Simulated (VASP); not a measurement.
**Be3Te2Se: relaxation of cell and atoms with PBE**

Be3Te2Se:

```xyz
12
Lattice="5.7915 -3.2875 -0.0308 5.8472 3.3842 0.0634 0.0179 0.0897 6.2708" Properties=species:S:1:pos:R:3 pbc="T T T"
Be    3.9140    1.3048    3.8663
Be    7.7297    1.2654    3.9027
Be    5.7910   -2.2816    3.9642
Be    7.6714   -1.0352    0.7362
Be    3.9773   -1.1215    0.7130
Be    5.8079    2.4532    0.9217
Te    7.7791   -1.0664    3.1213
Te    3.9568   -1.0299    3.2250
Te    7.7957    1.2871    6.2833
Te    3.9859    1.2464    6.2725
Se    5.7900    2.4214    3.2666
Se    5.8196   -2.1353    6.1775
```

The cell was built by a generator and needn't be a form met in nature.

```
Program                : VASP 6.6.1
Task                   : relaxation of cell and atoms
Functional             : PBE
Potentials or basis    : VASP PAW PBE potentials, release 64 (Be, Te, Se)
Cutoff                 : 520 eV
k mesh                 : 3 × 3 × 3
Occupations            : gaussian, width 0.05 eV
Spin                   : no spin polarisation
Further INCAR settings : PREC = Normal; LREAL = Auto; ALGO = Fast; EDIFF = 1e-05; ISYM = 0; IBRION = 2; EDIFFG = -0.03; NSW = 110; ISIF = 3
```

```json
{"Relaxed volume": "20.89 Å³/atom", "Relaxed cell": "a = 6.726 Å, b = 6.728 Å, c = 6.401 Å, α = 90.01°, β = 89.99°, γ = 59.90°", "Space group after relaxing (to 0.05 Å)": "Cmc2_1 (No. 36)", "Energy gained by relaxing": "42.1 meV/atom", "Ionic steps": "14", "Pressure after relaxing": "0.0 GPa", "Largest force after relaxing": "0.030 eV/Å", "Band gap on the k mesh": "2.48 eV, indirect (least direct gap 2.62 eV)"}
```

Forces on the atoms (eV/Å):
```
Be   0.000  0.014  0.006
Be   0.029  0.006 -0.001
Be   0.008  0.000  0.004
Be  -0.001 -0.011  0.003
Be   0.002 -0.007 -0.001
Be  -0.013 -0.003 -0.001
Te   0.000 -0.001 -0.010
Te  -0.011  0.012  0.007
Te  -0.006  0.006 -0.004
Te  -0.005 -0.018 -0.002
Se  -0.004 -0.006  0.003
Se  -0.001  0.008 -0.003
```

The path:
```csv
step,energy change (eV),largest force (eV/Å),pressure (GPa),volume (Å³)
1,0.0000,1.4912,2.52,243.39
2,-0.4151,0.5369,-0.92,254.77
3,-0.4198,0.4505,-1.28,256.21
4,-0.4846,0.2384,-0.15,251.27
5,-0.4897,0.2044,0.19,249.62
6,-0.4897,0.1996,0.28,249.37
7,-0.4988,0.0920,0.12,250.11
8,-0.5000,0.1257,-0.09,250.85
9,-0.5005,0.1091,-0.03,250.60
10,-0.5033,0.0663,-0.03,250.63
11,-0.5042,0.0667,-0.05,250.65
12,-0.5052,0.0440,0.03,250.31
13,-0.5053,0.0365,0.09,250.14
14,-0.5056,0.0298,-0.03,250.64
```

Final structure:
```
CELL_PARAMETERS angstrom
5.82830 -3.35790 0.00127
5.82946 3.35940 -0.00026
-0.00025 -0.00126 6.40140
ATOMIC_POSITIONS crystal
Be 0.16557 0.52219 0.61573
Be 0.47784 0.83501 0.61596
Be 0.85112 0.14944 0.64153
Be 0.83262 0.48180 0.11588
Be 0.51944 0.16871 0.11586
Be 0.14655 0.85523 0.14163
Te 0.83256 0.49644 0.49825
Te 0.50427 0.16779 0.49803
Te 0.49398 0.83552 0.99812
Te 0.16550 0.50769 0.99818
Se 0.15937 0.84122 0.49946
Se 0.83829 0.16299 0.99953
```

Levels at points of the mesh, in eV from the valence-band top:
```csv
k point,band 21,band 22,band 23,band 24,band 25,band 26,band 27,band 28
"(0.00, 0.00, 0.00)",-1.11,-0.17,-0.03,0.00,2.62,2.63,3.01,3.61
```

Wall time 6.4 min on 1 thread of Intel(R) Xeon(R) Platinum 8488C (Sapphire Rapids), on a shared host, peak memory 0.27 GiB.

Caveat: spin-orbit coupling is left out, which moves the levels of the heavy elements; an odd mesh through Γ misses points on the zone boundary, where band edges often lie.
